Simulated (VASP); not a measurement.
Calculation: PBEsol GGA, VASP's PBE PAW potentials (set 64) (plane waves; VASP).

VASP ran on this input.

INCAR:
```
# general
SYSTEM  = GaN
PREC    = Accurate
ENCUT   = 620
LREAL   = F
LASPH   = T

# electronic loop
EDIFF   = 1E-6
NELM    = 100
ALGO    = Normal
LMAXMIX = 4

# smearing
ISMEAR  = 0
SIGMA   = 0.05

# functional
GGA     = PS

# ions
IBRION  = 2
NSW     = 40
ISIF    = 3
EDIFFG  = -0.02
PSTRESS = 300

# output
LWAVE   = F
LCHARG  = F
```

### POSCAR
```
GaN
1.0
  3.0541045668   0.0000000000   0.0000000000
 -1.5270522834   2.6449325650   0.0000000000
  0.0000000000   0.0000000000   4.9779308718
Ga N
2 2
Direct
  0.3333330000   0.6666670000   0.9993388354
  0.6666670000   0.3333330000   0.4993388354
  0.3333330000   0.6666670000   0.3756611646
  0.6666670000   0.3333330000   0.8756611646
```

File KPOINTS:
```
Automatic mesh
0
Gamma
8 8 5
0 0 0
```

POTCAR, in this order: Ga_d N (PBE.64 set). Program: vasp_std.

Output

OUTCAR:
```
 ion  position               nearest neighbor table
   1  0.333  0.667  0.999-   4 1.87   4 1.87   4 1.87   3 1.87
   2  0.667  0.333  0.499-   3 1.87   3 1.87   3 1.87   4 1.87
   3  0.333  0.667  0.376-   2 1.87   2 1.87   2 1.87   1 1.87
   4  0.667  0.333  0.876-   1 1.87   1 1.87   1 1.87   2 1.87
  LATTYP: Found a hexagonal cell.
 ALAT       =     3.0541045668
 C/A-ratio  =     1.6299150088
 Subroutine PRICEL returns:
 Original cell was already a primitive cell.
 Subroutine GETGRP returns: Found 12 space group operations
The static configuration has the point symmetry C_3v.
 The point group associated with its full space group is C_6v.
The dynamic configuration has the point symmetry C_3v.
 Subroutine INISYM returns: Found 12 space group operations
 Subroutine IBZKPT returns following result:
 Found     30 irreducible k-points:

 Following reciprocal coordinates:
            Coordinates               Weight
  0.000000  0.000000  0.000000      1.000000
  0.125000  0.000000  0.000000      6.000000
  0.250000  0.000000  0.000000      6.000000
  0.375000  0.000000  0.000000      6.000000
  0.500000  0.000000  0.000000      3.000000
  0.125000  0.125000  0.000000      6.000000
  0.250000  0.125000  0.000000     12.000000
  0.375000  0.125000  0.000000     12.000000
  0.250000  0.250000  0.000000      6.000000
  0.375000  0.250000  0.000000      6.000000
  0.000000  0.000000  0.200000      2.000000
  0.125000  0.000000  0.200000     12.000000
  0.250000  0.000000  0.200000     12.000000
  0.375000  0.000000  0.200000     12.000000
  0.500000  0.000000  0.200000      6.000000
  0.125000  0.125000  0.200000     12.000000
  0.250000  0.125000  0.200000     24.000000
  0.375000  0.125000  0.200000     24.000000
  0.250000  0.250000  0.200000     12.000000
  0.375000  0.250000  0.200000     12.000000
...
```

**OSZICAR**
```
       N       E                     dE             d eps       ncg     rms          rms(c)
DAV:   1     0.301663780668E+03    0.30166E+03   -0.20670E+04  1398   0.354E+03
DAV:   2     0.959694526331E+01   -0.29207E+03   -0.28313E+03  1444   0.587E+02
DAV:   3    -0.282240141826E+02   -0.37821E+02   -0.37552E+02  1488   0.171E+02
DAV:   4    -0.299510287939E+02   -0.17270E+01   -0.17220E+01  1828   0.380E+01
DAV:   5    -0.299757374574E+02   -0.24709E-01   -0.24700E-01  1498   0.446E+00    0.110E+01
DAV:   6    -0.257929071863E+02    0.41828E+01   -0.13301E+01  2442   0.654E+01    0.313E+00
DAV:   7    -0.258835360619E+02   -0.90629E-01   -0.22534E+00  1446   0.133E+01    0.280E+00
DAV:   8    -0.258606615338E+02    0.22875E-01   -0.37908E-01  1986   0.118E+01    0.951E-01
DAV:   9    -0.258303708337E+02    0.30291E-01   -0.14212E-01  2384   0.754E+00    0.254E-01
DAV:  10    -0.258313455211E+02   -0.97469E-03   -0.84986E-03  1522   0.101E+00    0.746E-02
DAV:  11    -0.258313103409E+02    0.35180E-04   -0.68160E-04  2052   0.651E-01    0.101E-02
DAV:  12    -0.258313181994E+02   -0.78585E-05   -0.84984E-05  1854   0.140E-01    0.748E-03
DAV:  13    -0.258313186577E+02   -0.45830E-06   -0.10094E-05  1816   0.275E-02    0.464E-03
DAV:  14    -0.258313184449E+02    0.21279E-06   -0.10039E-06   992   0.120E-02
   1 F= -.18301959E+02 E0= -.18301959E+02  d E =-.183020E+02
```

File OUTCAR:
```
------------------------ aborting loop because EDIFF is reached ----------------------------------------
  FORCE on cell =-STRESS in cart. coord.  units (eV):
  Direction    XX          YY          ZZ          XY          YZ          ZX
  --------------------------------------------------------------------------------------
  Total        7.4742411      7.4742435      7.4901999      0.0000000      0.0000000     -0.0000000
  in kB      297.8038566    297.8039521    298.4397197      0.0000000      0.0000000     -0.0000000
  external PRESSURE =      -1.9841572 kB  Pullay stress =     300.0000000 kB
  volume of cell :       40.21
      direct lattice vectors                 reciprocal lattice vectors
     3.054104567  0.000000000  0.000000000     0.327428213  0.189040736  0.000000000
    -1.527052283  2.644932565  0.000000000     0.000000000  0.378081473  0.000000000
     0.000000000  0.000000000  4.977930872     0.000000000  0.000000000  0.200886679
  FREE ENERGIE OF THE ION-ELECTRON SYSTEM (eV)
  ---------------------------------------------------
  free  energy   TOTEN  =       -25.8313184449 eV

  energy  without entropy=      -25.8313184449  energy(sigma->0) =      -25.83131844
  enthalpy is  TOTEN    =       -18.3019588383 eV   P V=        7.5293596066

 reached required accuracy - stopping structural energy minimisation
```
(Selected blocks of OUTCAR.)

The structure was generated: GaN was put into the wurtzite type (P6_3mc), which need not be its known phase. It was relaxed first under an external pressure of 30 GPa.
